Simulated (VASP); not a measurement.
**As (a7): computed properties**

These are PBE GGA, VASP's PBE PAW potentials (set 64) (plane waves; VASP) values and carry that method's errors.

```
Property                                                                                  Result
----------------------------------  ------------------------------------------------------------
space group                                                                           R-3m (166)
cell                                a = b = 3.8197 Å, c = 10.6900 Å, α = β = 90.00°, γ = 120.00°
volume per atom                                                                    22.51 Å³/atom
band gap (over mesh and band path)                      none (metal, semimetal or under 0.01 eV)
Hill bulk modulus                                                                       420 kbar
Hill shear modulus                                                                      26.4 GPa
Poisson's ratio                                                                            0.240
density                                                                               5.53 g/cm³
optical Γ-point spectrum                                                      178 (×2), 246 cm⁻¹
```

```cif
data_As6
_chemical_formula_sum 'As6'
_space_group_name_H-M_alt 'R-3m :H'
_space_group_IT_number 166
_space_group_name_Hall '-R 3 2"'
_cell_length_a 3.81966
_cell_length_b 3.81966
_cell_length_c 10.69004
_cell_angle_alpha 90.000
_cell_angle_beta 90.000
_cell_angle_gamma 120.000
loop_
_atom_site_label
_atom_site_type_symbol
_atom_site_symmetry_multiplicity
_atom_site_Wyckoff_symbol
_atom_site_fract_x
_atom_site_fract_y
_atom_site_fract_z
_atom_site_occupancy
As1 As 6 c 0.00000 0.00000 0.22709 1
```
(The calculation used a cell of 2 atoms; values per cell refer to that cell.)

Measured: a 3.760 Å at 4 K (computed value off by +1.6 %), c 10.441 Å at 4 K (computed value off by +2.4 %), as given by Schiferl, Barrett, J. Appl. Cryst. 2, 30 (1969), as in the American Mineralogist Crystal Structure Database. The calculation is for a static lattice, while the measured a, c hold thermal and zero-point effects, which are part of the difference.  Finite-difference elastic constants of metals are sensitive to mesh and smearing; shear constants can be off by tens of GPa.

The compound is As in the a7 structure. It was relaxed first. Symmetry was kept, so distortions that lower it aren't found.
